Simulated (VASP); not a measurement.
Computed with PBEsol GGA, VASP's PBE PAW potentials (set 64) (plane waves; VASP 6.6.1).

VASP input:

File KPOINTS:
```
Automatic mesh
0
Gamma
8 15 15
0 0 0
```

### POSCAR
```
MoW
1
   -3.1550000000     3.1550000000     3.1550000000
    1.5775000000    -1.5775000000     1.5775000000
    1.5775000000     1.5775000000    -1.5775000000
W Mo
1 1
Direct
  0.0000000000   0.0000000000   0.0000000000
  0.5000000000   0.0000000000   0.0000000000
```

INCAR:
```
SYSTEM = MoW
PREC = Accurate
ENCUT = 400
EDIFF = 1E-6
NELM = 100
ALGO = Normal
LREAL = .FALSE.
LASPH = .TRUE.
ISMEAR = 1
SIGMA = 0.1
GGA = PS
LMAXMIX = 6
LWAVE = .FALSE.
LCHARG = .FALSE.
IBRION = 2
ISIF = 3
NSW = 60
EDIFFG = -0.01
```

POTCAR, in this order: W_sv Mo_sv (PBE.64 set). Program: vasp_std.

Output of the run:

**OSZICAR**
```
       N       E                     dE             d eps       ncg     rms          rms(c)
DAV:   1     0.237134246496E+03    0.23713E+03   -0.14445E+04 17728   0.145E+03
DAV:   2    -0.195553368477E+02   -0.25669E+03   -0.25220E+03 19396   0.449E+02
DAV:   3    -0.269669513251E+02   -0.74116E+01   -0.72128E+01 21864   0.721E+01
DAV:   4    -0.270560190235E+02   -0.89068E-01   -0.88459E-01 21278   0.730E+00
DAV:   5    -0.270568805061E+02   -0.86148E-03   -0.86080E-03 21022   0.725E-01    0.269E+01
DAV:   6    -0.258516385086E+02    0.12052E+01   -0.24221E+00 19178   0.144E+01    0.940E+00
DAV:   7    -0.256598825747E+02    0.19176E+00   -0.14658E+00 22674   0.877E+00    0.181E+00
DAV:   8    -0.255929901741E+02    0.66892E-01   -0.57427E-01 21678   0.400E+00    0.105E+00
DAV:   9    -0.255834105963E+02    0.95796E-02   -0.31932E-02 22198   0.126E+00    0.290E-01
DAV:  10    -0.255828360209E+02    0.57458E-03   -0.14249E-03 23744   0.323E-01    0.883E-02
DAV:  11    -0.255828318733E+02    0.41476E-05   -0.69684E-05 22634   0.647E-02    0.327E-02
DAV:  12    -0.255828314800E+02    0.39329E-06   -0.88710E-06 20340   0.264E-02
   1 F= -.25582831E+02 E0= -.25582869E+02  d E =-.255828E+02
       N       E                     dE             d eps       ncg     rms          rms(c)
DAV:   1    -0.262790636031E+02   -0.69623E+00   -0.20558E+01 17590   0.548E+01    0.120E+01
DAV:   2    -0.256472369786E+02    0.63183E+00   -0.17973E+00 17760   0.132E+01    0.242E+00
DAV:   3    -0.255711584230E+02    0.76079E-01   -0.72417E-01 22318   0.666E+00    0.180E+00
DAV:   4    -0.255424351265E+02    0.28723E-01   -0.22283E-01 21282   0.285E+00    0.157E+00
DAV:   5    -0.255426836778E+02   -0.24855E-03   -0.18465E-02 21894   0.114E+00    0.336E-01
DAV:   6    -0.255424013750E+02    0.28230E-03   -0.33663E-03 21474   0.471E-01    0.187E-02
DAV:   7    -0.255424017927E+02   -0.41764E-06   -0.40754E-05 20732   0.579E-02    0.741E-03
DAV:   8    -0.255424008817E+02    0.91098E-06   -0.26820E-06 14820   0.109E-02
   2 F= -.25542401E+02 E0= -.25542482E+02  d E =0.404306E-01
       N       E                     dE             d eps       ncg     rms          rms(c)
DAV:   1    -0.260308054630E+02   -0.48840E+00   -0.12519E+01 17590   0.438E+01    0.787E+00
DAV:   2    -0.256562903348E+02    0.37452E+00   -0.12934E+00 18602   0.103E+01    0.202E+00
DAV:   3    -0.256245319107E+02    0.31758E-01   -0.81105E-01 22168   0.555E+00    0.153E+00
DAV:   4    -0.255856120936E+02    0.38920E-01   -0.24915E-01 21886   0.291E+00    0.970E-01
DAV:   5    -0.255871035530E+02   -0.14915E-02   -0.47326E-03 19684   0.648E-01    0.170E-01
DAV:   6    -0.255868457098E+02    0.25784E-03   -0.13524E-03 19322   0.352E-01    0.141E-02
DAV:   7    -0.255868470761E+02   -0.13663E-05   -0.19409E-05 20790   0.416E-02    0.819E-03
DAV:   8    -0.255868474693E+02   -0.39313E-06   -0.96835E-07 11416   0.881E-03
   3 F= -.25586847E+02 E0= -.25586905E+02  d E =-.401599E-02
       N       E                     dE             d eps       ncg     rms          rms(c)
DAV:   1    -0.255868641666E+02   -0.17090E-04   -0.44494E-04 17686   0.257E-01    0.495E-02
DAV:   2    -0.255868503009E+02    0.13866E-04   -0.43615E-05 18952   0.615E-02    0.114E-02
DAV:   3    -0.255868491492E+02    0.11517E-05   -0.24103E-05 22352   0.324E-02    0.877E-03
DAV:   4    -0.255868480908E+02    0.10584E-05   -0.74347E-06 17518   0.158E-02    0.636E-03
DAV:   5    -0.255868484828E+02   -0.39200E-06   -0.26057E-07  8904   0.533E-03
   4 F= -.25586848E+02 E0= -.25586906E+02  d E =-.401700E-02
       N       E                     dE             d eps       ncg     rms          rms(c)
DAV:   1    -0.255891634454E+02   -0.23154E-02   -0.84052E-02 17568   0.302E+00    0.254E-01
DAV:   2    -0.255875419340E+02    0.16215E-02   -0.31071E-03 18676   0.477E-01    0.128E-01
DAV:   3    -0.255871398866E+02    0.40205E-03   -0.24721E-03 22650   0.335E-01    0.809E-02
DAV:   4    -0.255870024212E+02    0.13747E-03   -0.81954E-04 23882   0.172E-01    0.200E-02
DAV:   5    -0.255870021627E+02    0.25845E-06   -0.16240E-05 20192   0.367E-02    0.769E-03
DAV:   6    -0.255870014438E+02    0.71888E-06   -0.14925E-06 11464   0.104E-02
   5 F= -.25587001E+02 E0= -.25587110E+02  d E =-.152961E-03
```

File OUTCAR:
```
------------------------ aborting loop because EDIFF is reached ----------------------------------------
  FORCE on cell =-STRESS in cart. coord.  units (eV):
  Direction    XX          YY          ZZ          XY          YZ          ZX
  --------------------------------------------------------------------------------------
  Total        0.0002140      0.0054030      0.0054030      0.0000000      0.0083165      0.0000000
  in kB        0.0110443      0.2788265      0.2788265      0.0000000      0.4291750      0.0000000
  external PRESSURE =       0.1895658 kB  Pullay stress =       0.0000000 kB
  volume of cell :       31.05
      direct lattice vectors                 reciprocal lattice vectors
    -3.144147364  3.134228042  3.134228042     0.000000000  0.159528915  0.159528915
     1.572073682 -1.575258546  1.575258546     0.318051250  0.000824809  0.318233022
     1.572073682  1.575258546 -1.575258546     0.318051250  0.318233022  0.000824809
 POSITION                                       TOTAL-FORCE (eV/Angst)
 -----------------------------------------------------------------------------------
     -0.00000      0.00000      0.00000        -0.000000      0.000000     -0.000000
     -1.57207      1.56711      1.56711         0.000000     -0.000000      0.000000
 -----------------------------------------------------------------------------------
    total drift:                               -0.000000     -0.000000      0.000000
  FREE ENERGIE OF THE ION-ELECTRON SYSTEM (eV)
  ---------------------------------------------------
  free  energy   TOTEN  =       -25.5870014438 eV

  energy  without entropy=      -25.5873262514  energy(sigma->0) =      -25.58710971

 reached required accuracy - stopping structural energy minimisation
```
(Selected blocks of OUTCAR.)

### CONTCAR
```
MoW
   1.00000000000000
    -3.1441473639452733    3.1342280424972309    3.1342280424972309
     1.5720736819726366   -1.5752585457384773    1.5752585457384773
     1.5720736819726366    1.5752585457384773   -1.5752585457384773
  W               Mo
     1     1
Direct
     0.0000000000000000    0.0000000000000000    0.0000000000000000
     0.5000000000000000    0.0000000000000000    0.0000000000000000
```

The structure was generated: MoW was put into an ordered model structure (Cmmm), which need not be its known phase. This run relaxes it. Symmetry was kept, so distortions that lower it aren't found.
